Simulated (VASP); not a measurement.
# Be3Se2O (Cmmm) in VASP: further runs, part 2 of 2

VASP 6.6.1. The steps go on from the part before.

**3. Relaxation of cell and atoms, PBE**

This run uses another cell than the first one, of 16.79 Å³/atom, 1.176 times its volume.

Input file INCAR:

```
SYSTEM = Be3Se2O
PREC     = Normal         ! precision mode
ENCUT    = 520            ! plane-wave cutoff, eV
EDIFF    = 1E-4           ! SCF threshold, eV
ISMEAR   = 0              ! smearing method
SIGMA    = 0.15           ! smearing width, eV
LREAL    = .FALSE.        ! projectors in reciprocal space
LASPH    = .TRUE.         ! aspherical terms in the spheres
NELM     = 60             ! most SCF steps
ALGO     = Fast           ! electronic algorithm
ISIF     = 3              ! what is computed and relaxed
LWAVE    = .FALSE.        ! write WAVECAR
LCHARG   = .FALSE.        ! write CHGCAR
GGA      = PE             ! functional
IBRION   = 2              ! ionic algorithm
NSW      = 24             ! ionic steps
EDIFFG   = -0.08          ! ionic threshold
KPAR     = 2
```

Input file KPOINTS:

```
regular mesh
0
G
  3 3 3
  0 0 0
```

Input file POSCAR:

```
Be3Se2O
1.0
    2.9081051300     -3.6685974500      0.0000000000
    2.9081051300      3.6685974500      0.0000000000
    0.0000000000      0.0000000000      4.7199461100
Be Se O
3 2 1
Direct
    0.7736116200      0.7736116200      0.0000000000
    0.2263883800      0.2263883800      0.0000000000
    0.0000000000      0.0000000000      0.5000000000
    0.0000000000      0.5000000000      0.1425407800
    0.5000000000      0.0000000000      0.8574592200
    0.0000000000      0.0000000000      0.0000000000
```

Potentials or basis: VASP PAW PBE potentials, release 64 (Be, Se, O).

On the command line:

```console
cat potpaw_PBE.64/Be/POTCAR potpaw_PBE.64/Se/POTCAR potpaw_PBE.64/O/POTCAR > POTCAR
mpirun -np 2 vasp_std > vasp.out
```

Wall time 2.2 min (2 MPI ranks of Intel Xeon Platinum 8259CL at 2.50GHz (Skylake/Cascade Lake), shared host); peak memory 0.16 GiB.

It converged, with:

```
Free energy                            : -28.0638 eV
Relaxed volume                         : 15.07 Å³/atom
Relaxed cell                           : a = 5.018 Å, b = 5.018 Å, c = 3.646 Å, α = 90.00°, β = 90.00°, γ = 79.94°
Space group after relaxing (to 0.05 Å) : C222 (No. 21)
Energy gained by relaxing              : 1240.5 meV/atom
Ionic steps                            : 21
Pressure after relaxing                : 0.5 GPa
Largest force after relaxing           : 0.058 eV/Å
Band gap on the k mesh                 : 2.24 eV, indirect (least direct gap 2.78 eV)
```

Forces on the atoms (eV/Å):
```
Be  -0.002  0.000  0.000
Be   0.002  0.000  0.000
Be   0.000  0.000  0.000
Se   0.000  0.000 -0.058
Se   0.000  0.000  0.058
O    0.000  0.000  0.000
```

Stress tensor (GPa, compression positive):
```
0.34 0.00 0.00
0.00 0.81 0.00
0.00 0.00 0.43
```

Step by step:
| step | energy change (eV) | largest force (eV/Å) | pressure (GPa) | volume (Å³) |
| --- | --- | --- | --- | --- |
| 1 | 0.0000 | 4.9792 | 23.47 | 100.71 |
| 2 | -1.4812 | 3.0363 | -11.93 | 139.65 |
| 3 | -2.6626 | 2.6181 | -3.18 | 119.85 |
| 4 | -3.7117 | 1.9958 | -4.61 | 118.06 |
| 5 | -4.6639 | 3.0697 | -3.08 | 111.56 |
| 6 | -4.7399 | 1.6448 | -4.18 | 113.25 |
| 7 | -5.4527 | 1.2451 | -4.46 | 109.13 |
| 8 | -7.0561 | 0.5337 | -1.87 | 95.92 |
| 9 | -1.7002 | 0.4745 | 59.00 | 67.50 |
| 10 | -7.0434 | 1.2176 | 2.97 | 92.10 |
| 11 | -6.9751 | 0.9859 | 10.25 | 84.33 |
| 12 | -7.1043 | 1.1686 | 6.34 | 88.04 |
| 13 | -7.3562 | 0.2485 | -0.05 | 91.61 |
| 14 | -7.3581 | 0.2588 | -0.58 | 91.94 |
| 15 | -7.4060 | 0.0383 | -0.31 | 91.49 |
| 16 | -7.4254 | 0.3855 | 0.50 | 90.83 |
| 17 | -7.4263 | 0.3062 | 0.35 | 90.95 |
| 18 | -7.4365 | 0.1449 | -0.28 | 91.24 |
| 19 | -7.4381 | 0.1692 | -0.56 | 91.40 |
| 20 | -7.4424 | 0.1035 | 0.05 | 90.82 |
| 21 | -7.4428 | 0.0577 | 0.53 | 90.40 |

Final structure:
```cif
data_structure
_symmetry_space_group_name_H-M 'P 1'
_symmetry_Int_Tables_number 1
_cell_length_a 5.0183
_cell_length_b 5.0183
_cell_length_c 3.6457
_cell_angle_alpha 90.000
_cell_angle_beta 90.000
_cell_angle_gamma 79.940
_cell_volume 90.40
loop_
_atom_site_label
_atom_site_type_symbol
_atom_site_fract_x
_atom_site_fract_y
_atom_site_fract_z
_atom_site_occupancy
Be1 Be 0.79573 0.79573 0.00000 1
Be2 Be 0.20427 0.20427 0.00000 1
Be3 Be 0.00000 0.00000 0.50000 1
Se1 Se 0.00000 0.50000 0.40408 1
Se2 Se 0.50000 0.00000 0.59592 1
O1 O 0.00000 0.00000 0.00000 1
```

Levels at points of the mesh, in eV from the valence-band top:
| k point | band 9 | band 10 | band 11 | band 12 | band 13 | band 14 | band 15 | band 16 |
| --- | --- | --- | --- | --- | --- | --- | --- | --- |
| (0.00, 0.00, 0.00) | -0.97 | -0.87 | -0.79 | -0.60 | 2.24 | 3.05 | 3.68 | 4.20 |

Caveat: the k mesh is coarse (spacing up to 0.46 Å⁻¹), so the values aren't converged; an odd mesh through Γ misses points on the zone boundary, where band edges often lie; the relaxation stopped at a loose force limit of 0.08 eV/Å, so its end isn't a converged minimum.

**4. Relaxation of cell and atoms, PBE**

This run uses another cell than the first one, of 15.20 Å³/atom, 1.065 times its volume.

INCAR is that of step 3.

Input file KPOINTS:

```
regular mesh
0
G
  4 4 2
  0 0 0
```

Input file POSCAR:

```
Be3Se2O
1.0
    2.3300752400     -2.4109902000      0.0000000000
    2.3300752400      2.4109902000      0.0000000000
    0.0000000000      0.0000000000      8.1164820500
Be Se O
3 2 1
Direct
    0.5000000000      0.0000000000      0.0000000000
    0.0000000000      0.5000000000      0.0000000000
    0.0000000000      0.0000000000      0.5000000000
    0.0000000000      0.0000000000      0.7405335000
    0.0000000000      0.0000000000      0.2594665000
    0.5000000000      0.5000000000      0.5000000000
```

On the command line:

```console
cat potpaw_PBE.64/Be/POTCAR potpaw_PBE.64/Se/POTCAR potpaw_PBE.64/O/POTCAR > POTCAR
mpirun -np 2 vasp_std > vasp.out
```

It took 77 s on 2 MPI ranks of Intel Xeon Platinum 8259CL at 2.50GHz (Skylake/Cascade Lake), shared host; peak memory 0.16 GiB.

Results (log left out):

```
Free energy                            : -24.7271 eV
Relaxed volume                         : 13.38 Å³/atom
Relaxed cell                           : a = 2.960 Å, b = 2.960 Å, c = 9.168 Å, α = 90.00°, β = 90.00°, γ = 91.08°
Space group after relaxing (to 0.05 Å) : Cmmm (No. 65)
Energy gained by relaxing              : 661.5 meV/atom
Ionic steps                            : 13
Pressure after relaxing                : 0.7 GPa
Largest force after relaxing           : 0.012 eV/Å
Band gap on the k mesh                 : none (metal or under the smearing width)
```

Forces on the atoms (eV/Å):
```
Be   0.000  0.000  0.000
Be   0.000  0.000  0.000
Be   0.000  0.000  0.000
Se   0.000  0.000 -0.012
Se   0.000  0.000  0.012
O    0.000  0.000  0.000
```

Stress tensor (GPa, compression positive):
```
0.58 0.00 0.00
0.00 0.71 0.00
0.00 0.00 0.69
```

The path:
| step | energy change (eV) | largest force (eV/Å) | pressure (GPa) | volume (Å³) |
| --- | --- | --- | --- | --- |
| 1 | 0.0000 | 5.3233 | -7.21 | 91.19 |
| 2 | -2.7848 | 2.6783 | -9.09 | 82.26 |
| 3 | -2.7537 | 4.1705 | 27.66 | 67.84 |
| 4 | -3.7452 | 1.2787 | -2.21 | 76.65 |
| 5 | -3.8574 | 0.0360 | 4.54 | 73.66 |
| 6 | -3.8641 | 0.2419 | 3.22 | 74.20 |
| 7 | -3.9078 | 0.4480 | -0.49 | 77.30 |
| 8 | -3.9091 | 0.4799 | -0.46 | 77.68 |
| 9 | -3.9095 | 0.5271 | -1.43 | 78.42 |
| 10 | -3.9385 | 0.1775 | -0.95 | 79.43 |
| 11 | -3.9459 | 0.1510 | -0.45 | 80.28 |
| 12 | -3.9653 | 0.0554 | 0.20 | 80.31 |
| 13 | -3.9689 | 0.0122 | 0.66 | 80.30 |

Final structure:
```xyz
6
Lattice="2.0731 -2.1125 0.0000 2.0731 2.1125 0.0000 0.0000 0.0000 9.1684" Properties=species:S:1:pos:R:3 pbc="T T T"
Be    1.0365   -1.0563    0.0000
Be    1.0365    1.0563    0.0000
Be    0.0000    0.0000    4.5842
Se    4.1461    0.0000    7.4824
Se    0.0000    0.0000    1.6860
O     2.0731    0.0000    4.5842
```

Levels at points of the mesh, in eV from the Fermi level:
| k point | band 8 | band 9 | band 10 | band 11 | band 12 | band 13 | band 14 | band 15 | band 16 |
| --- | --- | --- | --- | --- | --- | --- | --- | --- | --- |
| (0.00, 0.00, 0.00) | -2.25 | -2.09 | -2.06 | 0.07 | 0.13 | 0.21 | 2.99 | 4.56 | 4.70 |
| (0.50, 0.00, 0.00) | -3.76 | -2.10 | -1.64 | -1.60 | -0.29 | 1.23 | 3.91 | 4.00 | 4.56 |
| (0.50, 0.50, 0.00) | -5.81 | -4.85 | -4.84 | -4.25 | -1.93 | -1.55 | 2.54 | 2.72 | 3.01 |
| (0.00, 0.00, 0.50) | -2.26 | -2.16 | -2.09 | 0.09 | 0.15 | 1.61 | 1.97 | 4.08 | 4.55 |
| (0.50, 0.00, 0.50) | -3.06 | -2.56 | -1.60 | -1.00 | -0.28 | 1.22 | 2.41 | 2.93 | 5.17 |
| (0.50, 0.50, 0.50) | -5.80 | -4.81 | -4.80 | -4.25 | -2.00 | -1.54 | 2.57 | 2.86 | 3.96 |

Caveat: the k mesh is coarse (spacing up to 0.47 Å⁻¹), so the values aren't converged; this functional lacks dispersion, which binds the layers, so the pressure and a relaxed spacing across them are unreliable; the relaxation stopped at a loose force limit of 0.08 eV/Å, so its end isn't a converged minimum.

**5. Summary**

| k mesh | gap on the mesh (eV) | pressure (GPa) | largest force (eV/Å) |
| --- | --- | --- | --- |
| 4 × 4 × 3 | none | -0.2 | 0.01 |
| 3 × 3 × 3 | 2.24 | 0.5 | 0.06 |
| 4 × 4 × 2 | none | 0.7 | 0.01 |

Alike in all rows: task relaxation of cell and atoms; level PBE; potentials or basis VASP PAW PBE potentials, release 64 (Be, Se, O); no spin polarisation; cell relaxed; cutoff (eV) 520; smearing gaussian 0.15 eV; the mesh is coarse, so values aren't converged.

Caveats: all runs use coarse meshes; the relaxation stopped at a loose force limit of 0.08 eV/Å, so its end isn't a converged minimum; the volume moved by over 15 % at a fixed basis, so the end points are rough (some runs); an odd mesh through Γ misses points on the zone boundary, where band edges often lie (some runs); this functional lacks dispersion, which binds the layers, so the pressure and a relaxed spacing across them are unreliable (some runs).

Absolute energies hang on the potentials; compare differences alone.
